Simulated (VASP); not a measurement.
# Mg3TiO4 (Pm-3m) in VASP: equation of state

How stiff is Mg3TiO4 in PBE, and what volume does it want? The cell is scaled to several volumes.

Program: VASP 6.6.1. These are calculated values, not measurements. Logs are shortened: lines on timing, memory, paths and dates and some standing lists are left out, and cuts for length are marked.

## (1) The crystal as given

Symmetry: Pm-3m, No. 221, cubic system. The conventional cell has a = 4.314 Å, b = 4.314 Å, c = 4.314 Å, α = 90.00°, β = 90.00°, γ = 90.00°. Ti (site symmetry m-3m) has 6 O at 2.16 Å as nearest neighbours. Mg (site symmetry 4/mmm) is surrounded by 6 O at 2.16 Å. Around O (site symmetry 4/mmm) lie 2 Ti at 2.16 Å and 4 Mg at 2.16 Å. O (site symmetry m-3m) is surrounded by 6 Mg at 2.16 Å.

The cell comes from a database or a generator and needn't be the stable form of this composition.

## (2) Equation of state, PBE, 9.43 Å³/atom (volume scaled by 0.94)

INCAR

```
SYSTEM = Mg3TiO4
PREC = Accurate
ENCUT = 520
EDIFF = 1E-7
ISMEAR = -1
SIGMA = 0.05
LREAL = .FALSE.
LASPH = .TRUE.
NELM = 60
ALGO = Normal
ISIF = 2
LWAVE = .FALSE.
LCHARG = .FALSE.
GGA = PE
NBANDS = 31
```

KPOINTS

```
regular mesh
0
G
  6 6 6
  0 0 0
```

POSCAR

```
Mg3TiO4
1.0
    4.2256002970      0.0000000000      0.0000000000
    0.0000000000      4.2256002970      0.0000000000
    0.0000000000      0.0000000000      4.2256002970
Ti Mg O
1 3 4
Direct
    0.0000000000      0.0000000000      0.0000000000
    0.5000000000      0.5000000000      0.0000000000
    0.5000000000      0.0000000000      0.5000000000
    0.0000000000      0.5000000000      0.5000000000
    0.0000000000      0.5000000000      0.0000000000
    0.0000000000      0.0000000000      0.5000000000
    0.5000000000      0.5000000000      0.5000000000
    0.5000000000      0.0000000000      0.0000000000
```

Potentials or basis: VASP PAW PBE potentials, release 64 (Ti_sv, Mg, O).

The run is started by

```bash
$ cat potpaw_PBE.64/Ti_sv/POTCAR potpaw_PBE.64/Mg/POTCAR potpaw_PBE.64/O/POTCAR > POTCAR
$ mpirun -np 1 vasp_std > vasp.out
```

OUTCAR:

```text
SYSTEM = Mg3TiO4
   PREC = Accurate
   ENCUT = 520
   EDIFF = 1E-7
   ISMEAR = -1
   LREAL = .FALSE.
   LASPH = .TRUE.
   NELM = 60
   ISIF = 2
   GGA = PE

 Found     20 irreducible k-points:

 Following reciprocal coordinates:
            Coordinates               Weight
  0.000000  0.000000  0.000000      1.000000
  0.166667  0.000000  0.000000      6.000000
  0.333333  0.000000  0.000000      6.000000
  0.500000  0.000000  0.000000      3.000000
  0.166667  0.166667  0.000000     12.000000
  0.333333  0.166667  0.000000     24.000000
   k-points           NKPTS =     20   k-points in BZ     NKDIM =     20   number of bands    NBANDS=     31
   number of dos      NEDOS =    301   number of ions     NIONS =      8
   total plane-waves  NPLWV =  32768
   dimension x,y,z NGX =    32 NGY =   32 NGZ =   32
   dimension x,y,z NGXF=    64 NGYF=   64 NGZF=   64
   ions per type =               1   3   4
   NGX,Y,Z   is equivalent  to a cutoff of  12.59, 12.59, 12.59 a.u.
   NGXF,Y,Z  is equivalent  to a cutoff of  25.18, 25.18, 25.18 a.u.
 SYSTEM =  Mg3TiO4
   PREC   = accura    normal or accurate (medium, high low for compatibility)
   ISTART =      0    job   : 0-new  1-cont  2-samecut
   ICHARG =      2    charge: 1-file 2-atom 10-const
   ISPIN  =      1    spin polarized calculation?
   LNONCOLLINEAR =      F non collinear calculations
   LSORBIT =      F    spin-orbit coupling
   LASPH  =      T    aspherical Exc in radial PAW
   ENCUT  =  520.0 eV  38.22 Ry    6.18 a.u.   7.86  7.86  7.86*2*pi/ulx,y,z
   NELM   =     60;   NELMIN=  2; NELMDL= -5     # of ELM steps
   EDIFF  = 0.1E-06   stopping-criterion for ELM
   LREAL  =      F    real-space projection
   EDIFFG = 0.1E-05   stopping-criterion for IOM
   NSW    =      0    number of steps for IOM
   IBRION =     -1    ionic relax: 0-MD 1-quasi-New 2-CG
   NFREE  =      0    steps in history (QN), initial steepest desc. (CG)
   ISIF   =      2    stress and relaxation
   ISYM   =      2    0-nonsym 1-usesym 2-fastsym
   POTIM  = 0.5000    time-step for ionic-motion
   TEBEG  =    0.0;   TEEND  =   0.0 temperature during run
   PSTRESS=    0.0 pullay stress
   NELECT =      42.0000    total number of electrons
   NUPDOWN=      -1.0000    fix difference up-down
   EMIN   =  10.00;   EMAX   =-10.00  energy-range for DOS
   EFERMI =   0.00;   METHOD = LEGACY
   ISMEAR =    -1;   SIGMA  =   0.05  broadening in eV -4-tet -1-fermi 0-gaus
   EFERMI_NEDOS =   21; number of points for ismear=-14 and -15
   IALGO  =     38    algorithm
   IMIX   =      4    mixing-type and parameters
     AMIX     =   0.40;   BMIX     =  1.00
     AMIX_MAG =   1.60;   BMIX_MAG =  1.00
  volume/ion in A,a.u.               =       9.43        63.65
  Fermi-wavevector in a.u.,A,eV,Ry     =   1.346696  2.544886 24.675385  1.813590
  Thomas-Fermi vector in A             =   2.474507
   LORBIT       =      0    0 simple, 1 ext, 2 COOP (PROOUT), +10 PAW based schemes
   GGA     = PE    functional components
   LHFCALC =     F    Hartree Fock is set to
   AEXX    =    0.0000 exact exchange contribution
   IVDW    =     0    specifies the selected vdW correction
   LEPSILON=     F    determine dielectric tensor
   LRPA    =     F    only Hartree local field effects (RPA)
 non-spin polarized calculation
  energy-cutoff  :      520.00
  volume of cell :       75.45
 maximum number of plane-waves:      2054
 NGX is ok and might be reduce to    32
   NGX = 15   NGY = 15   NGZ = 15

 number of electron      41.9999980 magnetization

 Free energy of the ion-electron system (eV)
  ---------------------------------------------------
  ext. energy  EPLUGINS =         0.00000000
  ---------------------------------------------------
  free energy    TOTEN  =       -51.82471111 eV

  energy without entropy =      -51.78749643  energy(sigma->0) =      -51.80610377

 E-fermi :   9.5353     XC(G=0): -11.5393

 val. band max:        9.5230302467   @ k =   0.3333   0.3333   0.0000
 cond. band min:       9.5504755178   @ k =   0.3333   0.3333   0.0000
 fundamental gap:      0.0274452712
 Fermi energy:         9.5352929895

 k-point     1 :       0.0000    0.0000    0.0000
  band No.  band energies     occupation
      1     -48.3642      2.00000
      2     -24.7631      2.00000
      3     -24.7631      2.00000
      4     -24.7631      2.00000
      5     -13.1664      2.00000
      6     -12.0100      2.00000
      7     -12.0100      2.00000
      8     -11.5702      2.00000
      9       0.2647      2.00000
     10       0.2647      2.00000
     11       0.2647      2.00000
     12       2.5147      2.00000
     13       2.5147      2.00000
     14       2.5147      2.00000
     15       3.0339      2.00000
     16       3.0339      2.00000
     17       3.0339      2.00000
     18       3.9519      2.00000
     19       3.9519      2.00000
     20       3.9519      2.00000
     21       8.3706      2.00000
[... 74 lines left out ...]
     28      15.2441      0.00000
     29      15.3866      0.00000
     30      15.7813      0.00000
     31      15.7813      0.00000

 k-point     4 :       0.5000    0.0000    0.0000
  band No.  band energies     occupation
      1     -48.3635      2.00000
      2     -24.8155      2.00000
      3     -24.7618      2.00000
      4     -24.7618      2.00000
      5     -12.5560      2.00000
      6     -12.3158      2.00000
      7     -11.9609      2.00000
      8     -11.5231      2.00000
      9       0.9272      2.00000
     10       0.9272      2.00000
     11       1.0883      2.00000
     12       1.3519      2.00000
     13       1.4610      2.00000
     14       1.4610      2.00000
     15       2.1094      2.00000
     16       2.1716      2.00000
     17       3.2078      2.00000
     18       3.2078      2.00000
     19       3.3631      2.00000
     20       3.3631      2.00000
     21       8.5667      2.00000
     22       9.8702      0.00246
     23       9.8702      0.00246
     24      10.8972      0.00000
     25      11.4390      0.00000
     26      12.0213      0.00000
     27      13.4699      0.00000
     28      15.1154      0.00000
     29      15.7290      0.00000
     30      15.7290      0.00000
     31      16.0756      0.00000

 k-point     5 :       0.1667    0.1667    0.0000
  band No.  band energies     occupation
      1     -48.3639      2.00000
      2     -24.7761      2.00000
      3     -24.7756      2.00000
      4     -24.7624      2.00000
      5     -12.9631      2.00000
      6     -11.9966      2.00000
      7     -11.9861      2.00000
      8     -11.6104      2.00000
      9       0.3743      2.00000
     10       0.4268      2.00000
     11       0.4647      2.00000
     12       1.9383      2.00000
     13       2.2620      2.00000
     14       2.5571      2.00000
     15       2.7624      2.00000
     16       2.7787      2.00000
     17       2.8722      2.00000
     18       2.9306      2.00000
     19       3.7182      2.00000
     20       3.7646      2.00000
     21       8.7637      2.00000
     22       8.7919      2.00000
     23       9.0236      1.99993
     24       9.9609      0.00040
     25      11.0799      0.00000
     26      11.4927      0.00000
     27      14.3480      0.00000
     28      14.5268      0.00000
     29      15.3566      0.00000
     30      15.8140      0.00000
     31      15.9567      0.00000

 k-point     6 :       0.3333    0.1667    0.0000
  band No.  band energies     occupation
      1     -48.3635      2.00000
      2     -24.8019      2.00000
      3     -24.7751      2.00000
      4     -24.7618      2.00000
      5     -12.7078      2.00000
      6     -12.0790      2.00000
      7     -11.9602      2.00000
      8     -11.6005      2.00000
      9       0.5299      2.00000
     10       0.5825      2.00000
     11       0.7478      2.00000
     12       1.4081      2.00000
     13       1.8725      2.00000
     14       1.9173      2.00000
     15       2.4242      2.00000
     16       2.5757      2.00000
     17       2.8678      2.00000
     18       2.9205      2.00000
     19       3.4294      2.00000
     20       3.5599      2.00000
     21       8.8542      2.00000
     22       9.5013      1.32731
     23       9.6601      0.15213
     24      10.8438      0.00000
     25      11.2569      0.00000
     26      12.1492      0.00000
     27      13.9989      0.00000
     28      15.0908      0.00000
     29      15.2633      0.00000
     30      15.9737      0.00000
     31      16.0409      0.00000

 [... further k-points ...]

------------------------ aborting loop because EDIFF is reached ----------------------------------------

  FORCE on cell =-STRESS in cart. coord.  units (eV):
  Direction    XX          YY          ZZ          XY          YZ          ZX
  --------------------------------------------------------------------------------------
  -------------------------------------------------------------------------------------
  Total        3.2376481      3.2376481      3.2376481      0.0000000      0.0000000     -0.0000000
  in kB       68.7503618     68.7503618     68.7503618      0.0000000      0.0000000     -0.0000000
  external PRESSURE =      68.7503618 kB  Pullay stress =       0.0000000 kB

 VOLUME and BASIS-vectors are now :
 -----------------------------------------------------------------------------
  energy-cutoff  :      520.00
  volume of cell :       75.45
      direct lattice vectors                 reciprocal lattice vectors
     4.225600297  0.000000000  0.000000000     0.236652766  0.000000000  0.000000000
     0.000000000  4.225600297  0.000000000     0.000000000  0.236652766  0.000000000
     0.000000000  0.000000000  4.225600297     0.000000000  0.000000000  0.236652766

 POSITION                                       TOTAL-FORCE (eV/Angst)
 -----------------------------------------------------------------------------------
      0.00000      0.00000      0.00000         0.000000      0.000000      0.000000
      2.11280      2.11280      0.00000         0.000000      0.000000      0.000000
      2.11280      0.00000      2.11280         0.000000      0.000000      0.000000
      0.00000      2.11280      2.11280         0.000000      0.000000      0.000000
      0.00000      2.11280      0.00000         0.000000      0.000000      0.000000
      0.00000      0.00000      2.11280         0.000000      0.000000      0.000000
      2.11280      2.11280      2.11280         0.000000      0.000000      0.000000
      2.11280      0.00000      0.00000         0.000000      0.000000      0.000000
 -----------------------------------------------------------------------------------
    total drift:                                0.000000      0.000000     -0.000000

  FREE ENERGIE OF THE ION-ELECTRON SYSTEM (eV)
  ---------------------------------------------------
  free  energy   TOTEN  =       -51.8247111118 eV

  energy  without entropy=      -51.7874964296  energy(sigma->0) =      -51.80610377
```

It took 66 s on 1 thread of Intel Xeon Platinum 8488C (Sapphire Rapids), shared host; peak memory 0.19 GiB.

What came out:

```yaml
Free_energy: -51.8247 eV
Pressure: 6.9 GPa
Band_gap_on_the_k_mesh: none (metal or under the smearing width)
```

Caveat: semilocal functionals often make such compounds metallic where correlation or magnetic order opens a gap, which also shifts bond lengths.

## (3) Equation of state, PBE, 9.63 Å³/atom (volume scaled by 0.96)

INCAR

```
PREC = Accurate
ENCUT = 520
EDIFF = 1E-7
ISMEAR = -1
SIGMA = 0.05
LREAL = False
LASPH = True
NELM = 100
ALGO = Normal
ISIF = 2
LWAVE = False
LCHARG = False
GGA = PE
NBANDS = 31
```

KPOINTS

```
Automatic mesh
0
Gamma
  6 6 6
```

POSCAR, as its differences from that of step 2:

```diff
@@ -2,5 +2,5 @@
 1.0
-    4.2256002970      0.0000000000      0.0000000000
-    0.0000000000      4.2256002970      0.0000000000
-    0.0000000000      0.0000000000      4.2256002970
+    4.2553590260      0.0000000000      0.0000000000
+    0.0000000000      4.2553590260      0.0000000000
+    0.0000000000      0.0000000000      4.2553590260
 Ti Mg O
```

Potentials or basis: VASP PAW PBE potentials, release 64 (Ti_sv, Mg, O).

The run is started by

```bash
$ cat potpaw_PBE.64/Ti_sv/POTCAR potpaw_PBE.64/Mg/POTCAR potpaw_PBE.64/O/POTCAR > POTCAR
$ mpirun -np 1 vasp_std > vasp.out
```

Run time: 64 s. Hardware: 1 thread of Intel Xeon Platinum 8488C (Sapphire Rapids), shared host; peak memory 0.19 GiB.

Results (log left out):

```yaml
Free_energy: -51.8774 eV
Pressure: 3.2 GPa
Band_gap_on_the_k_mesh: none (metal or under the smearing width)
```

Caveat: semilocal functionals often make such compounds metallic where correlation or magnetic order opens a gap, which also shifts bond lengths.

## (4) Equation of state, PBE, 9.83 Å³/atom (volume scaled by 0.98)

INCAR

```
SYSTEM = Mg3TiO4
ALGO = Normal
EDIFF = 1E-7
ENCUT = 520
GGA = PE
ISIF = 2
ISMEAR = -1
LASPH = .True.
LCHARG = .False.
LREAL = .False.
LWAVE = .False.
NBANDS = 31
NELM = 60
PREC = Accurate
SIGMA = 0.05
```

KPOINTS

```
k-points
0
Gamma
  6 6 6
  0 0 0
```

POSCAR, as its differences from that of step 3:

```diff
@@ -2,5 +2,5 @@
 1.0
-    4.2553590260      0.0000000000      0.0000000000
-    0.0000000000      4.2553590260      0.0000000000
-    0.0000000000      0.0000000000      4.2553590260
+    4.2847072571      0.0000000000      0.0000000000
+    0.0000000000      4.2847072571      0.0000000000
+    0.0000000000      0.0000000000      4.2847072571
 Ti Mg O
```

The run is started by

```bash
$ cat potpaw_PBE.64/Ti_sv/POTCAR potpaw_PBE.64/Mg/POTCAR potpaw_PBE.64/O/POTCAR > POTCAR
$ mpirun -np 1 vasp_std > vasp.out
```

It took 63 s on 1 thread of Intel Xeon Platinum 8488C (Sapphire Rapids), shared host; peak memory 0.19 GiB.

Results (log left out):

```yaml
Free_energy: -51.8947 eV
Pressure: -0.1 GPa
Band_gap_on_the_k_mesh: none (metal or under the smearing width)
```

Caveat: semilocal functionals often make such compounds metallic where correlation or magnetic order opens a gap, which also shifts bond lengths.

## (5) Equation of state, PBE, 10.23 Å³/atom (volume scaled by 1.02)

INCAR

```
SYSTEM = Mg3TiO4
PREC = Accurate
ENCUT = 520
EDIFF = 1E-7
ISMEAR = -1
SIGMA = 0.05
LREAL = .FALSE.
LASPH = .TRUE.
NELM = 80
ALGO = Normal
ISIF = 2
LWAVE = .FALSE.
LCHARG = .FALSE.
GGA = PE
NBANDS = 31
```

KPOINTS

```
regular mesh
0
G
  6 6 6
  0 0 0
```

POSCAR, as its differences from that of step 4:

```diff
@@ -2,5 +2,5 @@
 1.0
-    4.2847072571      0.0000000000      0.0000000000
-    0.0000000000      4.2847072571      0.0000000000
-    0.0000000000      0.0000000000      4.2847072571
+    4.3422269698      0.0000000000      0.0000000000
+    0.0000000000      4.3422269698      0.0000000000
+    0.0000000000      0.0000000000      4.3422269698
 Ti Mg O
```

The run is started by

```bash
$ cat potpaw_PBE.64/Ti_sv/POTCAR potpaw_PBE.64/Mg/POTCAR potpaw_PBE.64/O/POTCAR > POTCAR
$ mpirun -np 1 vasp_std > vasp.out
```

It took 72 s on 1 thread of Intel Xeon Platinum 8488C (Sapphire Rapids), shared host; peak memory 0.2 GiB.

The run converged. Its results:

```yaml
Free_energy: -51.8372 eV
Pressure: -5.7 GPa
Band_gap_on_the_k_mesh: none (metal or under the smearing width)
```

Caveat: semilocal functionals often make such compounds metallic where correlation or magnetic order opens a gap, which also shifts bond lengths.

## (6) Equation of state, PBE, 10.43 Å³/atom (volume scaled by 1.04)

INCAR

```
SYSTEM = Mg3TiO4
PREC     = Accurate       ! precision mode
ENCUT    = 520            ! plane-wave cutoff, eV
EDIFF    = 1E-7           ! SCF threshold, eV
ISMEAR   = -1             ! smearing method
SIGMA    = 0.05           ! smearing width, eV
LREAL    = .FALSE.        ! projectors in reciprocal space
LASPH    = .TRUE.         ! aspherical terms in the spheres
NELM     = 80             ! most SCF steps
ALGO     = Normal         ! electronic algorithm
ISIF     = 2              ! what is computed and relaxed
LWAVE    = .FALSE.        ! write WAVECAR
LCHARG   = .FALSE.        ! write CHGCAR
GGA      = PE             ! functional
NBANDS   = 31             ! bands
```

KPOINTS

```
Automatic mesh
0
G
  6 6 6
  0 0 0
```

POSCAR, as its differences from that of step 5:

```diff
@@ -2,5 +2,5 @@
 1.0
-    4.3422269698      0.0000000000      0.0000000000
-    0.0000000000      4.3422269698      0.0000000000
-    0.0000000000      0.0000000000      4.3422269698
+    4.3704240389      0.0000000000      0.0000000000
+    0.0000000000      4.3704240389      0.0000000000
+    0.0000000000      0.0000000000      4.3704240389
 Ti Mg O
```

Potentials or basis: VASP PAW PBE potentials, release 64 (Ti_sv, Mg, O).

The run is started by

```bash
$ cat potpaw_PBE.64/Ti_sv/POTCAR potpaw_PBE.64/Mg/POTCAR potpaw_PBE.64/O/POTCAR > POTCAR
$ mpirun -np 1 vasp_std > vasp.out
```

Wall time 1.8 min (1 thread of Intel Xeon Platinum 8488C (Sapphire Rapids), shared host); peak memory 0.22 GiB.

The run converged. Its results:

```yaml
Free_energy: -51.7697 eV
Pressure: -8.0 GPa
Band_gap_on_the_k_mesh: none (metal or under the smearing width)
```

Caveat: semilocal functionals often make such compounds metallic where correlation or magnetic order opens a gap, which also shifts bond lengths.

## (7) Equation of state, PBE, 10.64 Å³/atom (volume scaled by 1.06)

INCAR

```
  PREC = Accurate
  ENCUT = 520
  EDIFF = 1E-7
  ISMEAR = -1
  SIGMA = 0.05
  LREAL = False
  LASPH = True
  NELM = 100
  ALGO = Normal
  ISIF = 2
  LWAVE = False
  LCHARG = False
  GGA = PE
  NBANDS = 31
```

KPOINTS

```
regular mesh
0
Gamma
  6 6 6
```

POSCAR, as its differences from that of step 6:

```diff
@@ -2,5 +2,5 @@
 1.0
-    4.3704240389      0.0000000000      0.0000000000
-    0.0000000000      4.3704240389      0.0000000000
-    0.0000000000      0.0000000000      4.3704240389
+    4.3982618852      0.0000000000      0.0000000000
+    0.0000000000      4.3982618852      0.0000000000
+    0.0000000000      0.0000000000      4.3982618852
 Ti Mg O
```

The run is started by

```bash
$ cat potpaw_PBE.64/Ti_sv/POTCAR potpaw_PBE.64/Mg/POTCAR potpaw_PBE.64/O/POTCAR > POTCAR
$ mpirun -np 1 vasp_std > vasp.out
```

Run time: 39 s. Hardware: 1 thread of Intel Xeon Platinum 8488C (Sapphire Rapids), shared host; peak memory 0.22 GiB.

Results (log left out):

```yaml
Free_energy: -51.6804 eV
Pressure: -10.1 GPa
Band_gap_on_the_k_mesh: none (metal or under the smearing width)
```

Caveat: semilocal functionals often make such compounds metallic where correlation or magnetic order opens a gap, which also shifts bond lengths.

## (8) Equation of state, PBE

Potentials or basis: VASP PAW PBE potentials, release 64 (Ti_sv, Mg, O).

No new run: the results of the series are fitted here.

Results:

```
Equilibrium volume                      : 9.84 Å³/atom
Bulk modulus                            : 155 GPa
Pressure derivative of the bulk modulus : 5.0
```

Energy against volume, from the lowest point:
```
volume (Å³/atom)  energy (meV/atom)
           9.431               8.74
           9.632               2.16
           9.833               0.00
          10.033               1.83
          10.234               7.19
          10.435              15.62
          10.635              26.78
```
